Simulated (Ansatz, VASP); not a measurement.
# Cross-check of CsPbCl3 between VASP and Ansatz

One calculation is typed for both programs; each brings its own data sets. How far apart do they land? The cell is taken from a series of runs on this material, whose earlier steps may have relaxed, scaled, displaced or heated it; both programs get it as it stands.

Calculated with Ansatz 0.2.0; plane waves, with VASP 6.6.1 beside it; elastic constants at PBEsol.

## Step 1: The structure

The structure is cubic, space group Pm-3m (No. 221). The conventional cell has a = 5.625 Å, b = 5.625 Å, c = 5.625 Å, α = 90.00°, β = 90.00°, γ = 90.00°. Nearest to Cs lie 12 Cl at 3.98 Å. Pb has 6 Cl at 2.81 Å nearest. Nearest to Cl lie 2 Pb at 2.81 Å and 4 Cs at 3.98 Å. Farther neighbours and most contacts between anions are not listed.

## Step 2: VASP: elastic constants, PBEsol

Elastic constants are differences of stresses under small strains, so they test the stress and the mesh.

Lines of VASP's logs that name or quote its potential files are left out, and so is its time.

File INCAR:

```
SYSTEM = CsPbCl3
PREC = Accurate
ENCUT = 500
EDIFF = 1E-08
NELM = 120
ISMEAR = 0
SIGMA = 0.02
LREAL = .FALSE.
ALGO = Normal
GGA = PS
NBANDS = 28
LORBIT = 11
LWAVE = .FALSE.
LCHARG = .FALSE.
ISIF = 3
IBRION = 6
NFREE = 2
POTIM = 0.015
NSW = 1
LASPH = .TRUE.
GGA_COMPAT = .FALSE.
EFERMI = MIDGAP
KPAR = 2
```

File POSCAR:

```
CsPbCl3
1.0
    5.6250371596      0.0000000000      0.0000000000
    0.0000000000      5.6250371596      0.0000000000
    0.0000000000      0.0000000000      5.6250371596
Cs Pb Cl
1 1 3
Direct
    0.0000000000      0.0000000000      0.0000000000
    0.5000000000      0.5000000000      0.5000000000
    0.5000000000      0.5000000000      0.0000000000
    0.0000000000      0.5000000000      0.5000000000
    0.5000000000      0.0000000000      0.5000000000
```

File KPOINTS:

```
Automatic mesh
0
Gamma
4 4 4
0 0 0
```

The projector-augmented-wave data sets are Cs_sv, Pb_d and Cl (PBE family, release 64).

Run with:

```console
$ mpirun -np 2 vasp_std
```

Numbers of over 12 decimals in the logs are rounded to 6 here.

Log:

```text
[banner, memory and clock lines left out]
running    2 mpi-ranks, on    1 nodes
 distrk:  each k-point on    1 cores,    2 groups
 distr:  one band on    1 cores,    1 groups

 POSCAR found type information on POSCAR CsPbCl
 POSCAR found :  3 types and       5 ions
|                                                                             |
|               ----> ADVICE to this user running VASP <----                  |
|                                                                             |
|     You enforced a specific xc type in the INCAR file but a different       |
|     [... a line on the potential file left out ...]
|     I HOPE YOU KNOW WHAT YOU ARE DOING!                                     |
|                                                                             |

 LDA part: xc-table for (Slater+PW92), standard interpolation
 POSCAR, INCAR and KPOINTS ok, starting setup
 FFT: planning ... GRIDC
 FFT: planning ... GRID_SOFT
 FFT: planning ... GRID
 WAVECAR not read
 entering main loop
       N       E                     dE             d eps       ncg     rms          rms(c)
DAV:   1     0.412852035036E+03    0.41285E+03   -0.19070E+04   560   0.140E+03
DAV:   2     0.326404154575E+02   -0.38021E+03   -0.36541E+03   672   0.328E+02
DAV:   3    -0.168484476897E+02   -0.49489E+02   -0.48437E+02   692   0.128E+02
DAV:   4    -0.189988077591E+02   -0.21504E+01   -0.21391E+01   704   0.326E+01
DAV:   5    -0.190799841451E+02   -0.81176E-01   -0.81121E-01   772   0.587E+00    0.523E+00
DAV:   6    -0.183863187866E+02    0.69367E+00   -0.13364E+00   752   0.124E+01    0.331E+00
DAV:   7    -0.183501751124E+02    0.36144E-01   -0.50758E-01   816   0.436E+00    0.159E+00
DAV:   8    -0.183591257488E+02   -0.89506E-02   -0.67755E-02   808   0.213E+00    0.258E-01
DAV:   9    -0.183585280756E+02    0.59767E-03   -0.13235E-02   828   0.938E-01    0.126E-01
DAV:  10    -0.183589931749E+02   -0.46510E-03   -0.14043E-03   664   0.236E-01    0.448E-02
DAV:  11    -0.183590761415E+02   -0.82967E-04   -0.16612E-04   748   0.989E-02    0.113E-02
DAV:  12    -0.183590802640E+02   -0.41225E-05   -0.29821E-05   768   0.635E-02    0.449E-03
DAV:  13    -0.183590802274E+02    0.36541E-07   -0.26746E-06   784   0.161E-02    0.212E-03
DAV:  14    -0.183590803475E+02   -0.12001E-06   -0.57889E-07   712   0.764E-03    0.388E-04
DAV:  15    -0.183590803792E+02   -0.31779E-07   -0.41063E-08   724   0.187E-03    0.207E-04
DAV:  16    -0.183590803886E+02   -0.94078E-08   -0.66304E-09   440   0.817E-04
   1 F= -.18359080E+02 E0= -.18359080E+02  d E =0.000000E+00
[... from here on, the cycles between the ionic steps are left out ...]
   2 F= -.18351485E+02 E0= -.18351485E+02  d E =0.000000E+00
  14 F= -.18359076E+02 E0= -.18359076E+02  d E =0.000000E+00
  15 F= -.18359076E+02 E0= -.18359076E+02  d E =0.000000E+00
  16 F= -.18358826E+02 E0= -.18358826E+02  d E =0.000000E+00
  17 F= -.18358826E+02 E0= -.18358826E+02  d E =0.000000E+00
  18 F= -.18359078E+02 E0= -.18359078E+02  d E =0.000000E+00
  19 F= -.18359078E+02 E0= -.18359078E+02  d E =0.000000E+00
  20 F= -.18358865E+02 E0= -.18358865E+02  d E =0.000000E+00
 Finite differences progress:
  Degree of freedom:  10/ 10
  Displacement:        1/  2
  Total:              19/ 20
 bond charge predicted
       N       E                     dE             d eps       ncg     rms          rms(c)
DAV:   1    -0.183548359390E+02    0.40289E-02   -0.13298E+00  1128   0.378E+00    0.483E-01
DAV:   2    -0.183590328244E+02   -0.41969E-02   -0.43491E-02  1164   0.103E+00    0.903E-02
DAV:   3    -0.183589217168E+02    0.11111E-03   -0.92688E-04  1332   0.166E-01    0.603E-02
DAV:   4    -0.183588628359E+02    0.58881E-04   -0.52464E-04  1084   0.935E-02    0.260E-02
DAV:   5    -0.183588652414E+02   -0.24055E-05   -0.86521E-05  1152   0.423E-02    0.151E-02
DAV:   6    -0.183588666710E+02   -0.14296E-05   -0.30258E-06  1260   0.992E-03    0.909E-03
DAV:   7    -0.183588647612E+02    0.19099E-05   -0.99853E-06  1276   0.124E-02    0.893E-03
DAV:   8    -0.183588648969E+02   -0.13578E-06   -0.11590E-06  1240   0.492E-03    0.691E-03
DAV:   9    -0.183588648615E+02    0.35428E-07   -0.12383E-07  1120   0.161E-03    0.198E-03
DAV:  10    -0.183588648688E+02   -0.72805E-08   -0.30644E-08  1124   0.800E-04
  21 F= -.18358865E+02 E0= -.18358865E+02  d E =0.000000E+00
 Finite differences progress:
  Degree of freedom:  10/ 10
  Displacement:        2/  2
  Total:              20/ 20
```

From OUTCAR (step 2):

```text
ion  position               nearest neighbor table
   1  0.000  0.000  0.000-
   2  0.500  0.500  0.500-   3 2.81   4 2.81   5 2.81   3 2.81   5 2.81   4 2.81
   3  0.500  0.500  0.000-   2 2.81   2 2.81
   4  0.000  0.500  0.500-   2 2.81   2 2.81
   5  0.500  0.000  0.500-   2 2.81   2 2.81

  LATTYP: Found a simple cubic cell.
 ALAT       =     5.6250371596

 Subroutine GETGRP returns: Found 48 space group operations
 (whereof 48 operations were pure point group operations)

The static configuration has the point symmetry O_h .

 Found     10 irreducible k-points:

   k-points           NKPTS =     10   k-points in BZ     NKDIM =     10   number of bands    NBANDS=     28

   dimension x,y,z NGX =    42 NGY =   42 NGZ =   42
   dimension x,y,z NGXF=    84 NGYF=   84 NGZF=   84

   ENCUT  =  500.0 eV  36.75 Ry    6.06 a.u.  10.26 10.26 10.26*2*pi/ulx,y,z

   NELECT =      44.0000    total number of electrons

 k-points in reciprocal lattice and weights: Automatic mesh
   0.00000000  0.00000000  0.00000000       0.016
   0.25000000  0.00000000  0.00000000       0.094
   0.50000000  0.00000000  0.00000000       0.047
   0.25000000  0.25000000  0.00000000       0.188
   0.50000000  0.25000000  0.00000000       0.188
   0.50000000  0.50000000  0.00000000       0.047
   0.25000000  0.25000000  0.25000000       0.125
   0.50000000  0.25000000  0.25000000       0.188
   0.50000000  0.50000000  0.25000000       0.094
   0.50000000  0.50000000  0.50000000       0.016

 average (electrostatic) potential at core
       1 -49.2013       2 -95.2172       3 -93.6274       4 -93.6268       5 -93.6268

 E-fermi :   2.5030

 k-point     1 :       0.0000    0.0000    0.0000
  band No.  band energies     occupation
    ...
     18      -0.9749      2.00000
     19      -0.9747      2.00000
     20      -0.8707      2.00000
     21      -0.8707      2.00000
     22      -0.8706      2.00000
     23       4.8410      0.00000
     24       5.8590      0.00000
     25       5.8591      0.00000
     26       6.7543      0.00000
     27       6.7544      0.00000
    ...

 k-point     2 :       0.2500    0.0000    0.0000
  band No.  band energies     occupation
    ...
     18      -1.0259      2.00000
     19      -1.0242      2.00000
     20      -0.9256      2.00000
     21      -0.9256      2.00000
     22      -0.7873      2.00000
     23       5.3429      0.00000
     24       6.1488      0.00000
     25       6.2665      0.00000
     26       6.3844      0.00000
     27       6.8543      0.00000
    ...

 k-point     3 :       0.5000    0.0000    0.0000
  band No.  band energies     occupation
    ...
     18      -1.0774      2.00000
     19      -1.0750      2.00000
     20      -0.9802      2.00000
     21      -0.9799      2.00000
     22      -0.0725      2.00000
     23       4.5195      0.00000
     24       6.2206      0.00000
     25       6.7735      0.00000
     26       6.8378      0.00000
     27       6.8382      0.00000
    ...

  Total       -0.0404435     -0.0404435     -0.0363367      0.0000000      0.0000000      0.0000000
  in kB       -0.3640682     -0.3640682     -0.3270997      0.0000000      0.0000000      0.0000000
  external PRESSURE =      -0.3517454 kB  Pullay stress =       0.0000000 kB

  energy-cutoff  :      500.00
  volume of cell :      177.98
      direct lattice vectors                 reciprocal lattice vectors
     5.625037160  0.000000000  0.000000000     0.177776603  0.000000000  0.000000000
     0.000000000  5.625037160  0.000000000     0.000000000  0.177776603  0.000000000
     0.000000000  0.000000000  5.625037160     0.000000000  0.000000000  0.177776603

[...]
YZ          -0.0000      0.0000      0.0000      0.0000     47.5329      0.0000
 ZX          -0.0000      0.0000     -0.0000      0.0000      0.0000     47.5329
 --------------------------------------------------------------------------------

 Eigenvectors and eigenvalues of the dynamical matrix
 ----------------------------------------------------

   1 f  =    3.886335 THz    24.418562 2PiTHz  129.634175 cm-1    16.072582 meV
             X         Y         Z           dx          dy          dz
      0.000000  0.000000  0.000000     0.018252   -0.000417    0.000000
      2.812519  2.812519  2.812519     0.359018   -0.008195   -0.000000
      2.812519  2.812519  0.000000     0.016822   -0.000384    0.000000
      0.000000  2.812519  2.812519    -0.932569   -0.000384   -0.000000
      2.812519  0.000000  2.812519     0.016822    0.021288    0.000000

   2 f  =    3.886335 THz    24.418562 2PiTHz  129.634175 cm-1    16.072582 meV
             X         Y         Z           dx          dy          dz
      0.000000  0.000000  0.000000    -0.000000   -0.000000    0.018257
      2.812519  2.812519  2.812519    -0.000000   -0.000000    0.359112
      2.812519  2.812519  0.000000    -0.000000   -0.000000   -0.932812
      0.000000  2.812519  2.812519     0.000000   -0.000000    0.016826
      2.812519  0.000000  2.812519    -0.000000    0.000000    0.016826

   3 f  =    3.886335 THz    24.418562 2PiTHz  129.634175 cm-1    16.072582 meV
             X         Y         Z           dx          dy          dz
      0.000000  0.000000  0.000000     0.000417    0.018252    0.000000
      2.812519  2.812519  2.812519     0.008195    0.359018    0.000000
      2.812519  2.812519  0.000000     0.000384    0.016822   -0.000000
      0.000000  2.812519  2.812519    -0.021288    0.016822    0.000000
      2.812519  0.000000  2.812519     0.000384   -0.932569    0.000000

   4 f  =    1.366651 THz     8.586921 2PiTHz   45.586566 cm-1     5.652011 meV
             X         Y         Z           dx          dy          dz
      0.000000  0.000000  0.000000    -0.104085   -0.053267    0.409058
      2.812519  2.812519  2.812519     0.152219    0.077901   -0.598225
      2.812519  2.812519  0.000000    -0.107412   -0.054970   -0.207068
      0.000000  2.812519  2.812519     0.052689   -0.054970    0.422131
      2.812519  0.000000  2.812519    -0.107412    0.026964    0.422131

   5 f  =    1.366651 THz     8.586921 2PiTHz   45.586566 cm-1     5.652011 meV
             X         Y         Z           dx          dy          dz
      0.000000  0.000000  0.000000    -0.319433   -0.256534   -0.114686
      2.812519  2.812519  2.812519     0.467153    0.375166    0.167722
      2.812519  2.812519  0.000000    -0.329642   -0.264732    0.058055
      0.000000  2.812519  2.812519     0.161699   -0.264732   -0.118351
      2.812519  0.000000  2.812519    -0.329642    0.129859   -0.118351

   6 f  =    1.366651 THz     8.586921 2PiTHz   45.586566 cm-1     5.652011 meV
             X         Y         Z           dx          dy          dz
      0.000000  0.000000  0.000000     0.261014   -0.335191    0.022767
      2.812519  2.812519  2.812519    -0.381719    0.490198   -0.033296
      2.812519  2.812519  0.000000     0.269356   -0.345903   -0.011525
      0.000000  2.812519  2.812519    -0.132127   -0.345903    0.023495
      2.812519  0.000000  2.812519     0.269356    0.169676    0.023495

   7 f  =    0.004839 THz     0.030404 2PiTHz    0.161408 cm-1     0.020012 meV
             X         Y         Z           dx          dy          dz
      0.000000  0.000000  0.000000     0.038757    0.026680   -0.555054
      2.812519  2.812519  2.812519     0.047006    0.032358   -0.673193
      2.812519  2.812519  0.000000     0.019324    0.013303   -0.280012
      0.000000  2.812519  2.812519     0.019552    0.013303   -0.276754
      2.812519  0.000000  2.812519     0.019324    0.013459   -0.276754

   8 f  =    0.004839 THz     0.030404 2PiTHz    0.161408 cm-1     0.020012 meV
             X         Y         Z           dx          dy          dz
      0.000000  0.000000  0.000000     0.475419   -0.289661    0.019273
      2.812519  2.812519  2.812519     0.576609   -0.351314    0.023376
      2.812519  2.812519  0.000000     0.237047   -0.144427    0.009723
      0.000000  2.812519  2.812519     0.239838   -0.144427    0.009610
      2.812519  0.000000  2.812519     0.237047   -0.146128    0.009610

   9 f  =    0.004839 THz     0.030404 2PiTHz    0.161408 cm-1     0.020012 meV
             X         Y         Z           dx          dy          dz
      0.000000  0.000000  0.000000     0.287703    0.475061    0.042924
      2.812519  2.812519  2.812519     0.348939    0.576174    0.052060
      2.812519  2.812519  0.000000     0.143451    0.236869    0.021654
      0.000000  2.812519  2.812519     0.145140    0.236869    0.021402
      2.812519  0.000000  2.812519     0.143451    0.239658    0.021402

  10 f/i=    0.217679 THz     1.367720 2PiTHz    7.261005 cm-1     0.900249 meV
             X         Y         Z           dx          dy          dz
      0.000000  0.000000  0.000000    -0.000000   -0.000000    0.000000
      2.812519  2.812519  2.812519    -0.000000   -0.000000    0.000000
      2.812519  2.812519  0.000000    -0.066227    0.010605    0.000000
      0.000000  2.812519  2.812519    -0.000000   -0.010605   -0.703919
      2.812519  0.000000  2.812519     0.066227   -0.000000    0.703919

  11 f/i=    0.217679 THz     1.367720 2PiTHz    7.261005 cm-1     0.900249 meV
             X         Y         Z           dx          dy          dz
      0.000000  0.000000  0.000000    -0.000000    0.000000    0.000000
      2.812519  2.812519  2.812519    -0.000000    0.000000    0.000000
      2.812519  2.812519  0.000000    -0.624971    0.324583    0.000000
      0.000000  2.812519  2.812519    -0.000000   -0.324583    0.063690
      2.812519  0.000000  2.812519     0.624971    0.000000   -0.063690

  12 f/i=    0.217679 THz     1.367720 2PiTHz    7.261005 cm-1     0.900249 meV
             X         Y         Z           dx          dy          dz
      0.000000  0.000000  0.000000    -0.000000    0.000000   -0.000000
      2.812519  2.812519  2.812519    -0.000000    0.000000   -0.000000
      2.812519  2.812519  0.000000     0.324075    0.628119   -0.000000
      0.000000  2.812519  2.812519    -0.000000   -0.628119   -0.021027
      2.812519  0.000000  2.812519    -0.324075    0.000000    0.021027

  13 f/i=    0.738238 THz     4.638488 2PiTHz   24.624977 cm-1     3.053107 meV
             X         Y         Z           dx          dy          dz
      0.000000  0.000000  0.000000     0.710933   -0.053709   -0.007626
      2.812519  2.812519  2.812519    -0.165295    0.012488    0.001773
      2.812519  2.812519  0.000000    -0.478006    0.036112    0.000718
      0.000000  2.812519  2.812519    -0.066965    0.036112    0.005128
      2.812519  0.000000  2.812519    -0.478006    0.005059    0.005128

  14 f/i=    0.738238 THz     4.638488 2PiTHz   24.624977 cm-1     3.053107 meV
             X         Y         Z           dx          dy          dz
      0.000000  0.000000  0.000000    -0.053650   -0.710956    0.005661
      2.812519  2.812519  2.812519     0.012474    0.165300   -0.001316
      2.812519  2.812519  0.000000     0.036072    0.478021   -0.000533
      0.000000  2.812519  2.812519     0.005053    0.478021   -0.003806
      2.812519  0.000000  2.812519     0.036072    0.066967   -0.003806

  15 f/i=    0.738238 THz     4.638488 2PiTHz   24.624977 cm-1     3.053107 meV
             X         Y         Z           dx          dy          dz
      0.000000  0.000000  0.000000    -0.008031   -0.005071   -0.712936
      2.812519  2.812519  2.812519     0.001867    0.001179    0.165761
      2.812519  2.812519  0.000000     0.005400    0.003410    0.067154
      0.000000  2.812519  2.812519     0.000756    0.003410    0.479353
      2.812519  0.000000  2.812519     0.005400    0.000478    0.479353

 ELASTIC MODULI CONTR FROM IONIC RELAXATION (kBar)
 Direction    XX          YY          ZZ          XY          YZ          ZX
 --------------------------------------------------------------------------------
 XX           0.0000      0.0000      0.0000      0.0000      0.0000      0.0000
 YY           0.0000      0.0000      0.0000      0.0000      0.0000      0.0000
 ZZ           0.0000      0.0000      0.0000      0.0000      0.0000      0.0000
 XY           0.0000      0.0000      0.0000      0.0000      0.0000      0.0000
 YZ           0.0000      0.0000      0.0000      0.0000      0.0000      0.0000
 ZX           0.0000      0.0000      0.0000      0.0000      0.0000      0.0000
 --------------------------------------------------------------------------------

 TOTAL ELASTIC MODULI (kBar)
 Direction    XX          YY          ZZ          XY          YZ          ZX
 --------------------------------------------------------------------------------
 XX         595.7719     80.9485     80.9485      0.0000     -0.0000     -0.0000
 YY          80.9485    595.7719     80.9485     -0.0000      0.0000      0.0000
 ZZ          80.9485     80.9485    595.7719     -0.0000      0.0000     -0.0000
 XY           0.0000     -0.0000     -0.0000     47.5329      0.0000      0.0000
 YZ          -0.0000      0.0000      0.0000      0.0000     47.5329      0.0000
 ZX          -0.0000      0.0000     -0.0000      0.0000      0.0000     47.5329
 --------------------------------------------------------------------------------

 total charge
# of ion       s       p       d       tot
------------------------------------------
    1        1.841   4.701   0.011   6.553
    2        1.508   0.441   9.858  11.807
    3        1.590   3.500   0.000   5.089
    4        1.590   3.500   0.000   5.089
    5        1.590   3.500   0.000   5.089
--------------------------------------------------
tot          8.117  15.641   9.870  33.628

[... 3 further parts left out ...]
```

CONTCAR:

```
CsPbCl3
   1.00000000000000
     5.6250371595999997    0.0000000000000000    0.0000000000000000
     0.0000000000000000    5.6250371595999997    0.0000000000000000
     0.0000000000000000    0.0000000000000000    5.6250371595999997
  Cs              Pb              Cl
     1     1     3
Direct
     0.0000000000000000    0.0000000000000000    0.0000000000000000
     0.5000000000000000    0.5000000000000000    0.5000000000000000
     0.5000000000000000    0.5000000000000000   -0.0026666490503801
     0.0000000000000000    0.5000000000000000    0.5000000000000000
     0.5000000000000000    0.0000000000000000    0.5000000000000000
```

With imaginary modes the cell is no minimum, so the ionic parts of its dielectric, piezoelectric and elastic tensors have no meaning.

Levels, forces or a CONTCAR printed for this step are those of its last displaced cell, not of the structure at rest.

[end of part 1 of 2]

[Lines on the potential files, build, host, timing and source positions are cut from VASP's logs without a mark.]

[Logs are printed without paths, hosts, clocks, repeated set-up lines and the standing remarks that a program may print on its own settings, such as how far it seeks lower states.]

[Hosts, paths, dates, database ids (printed as entryN), source tags and the programs' standing remarks are cut or masked in the printed files.]
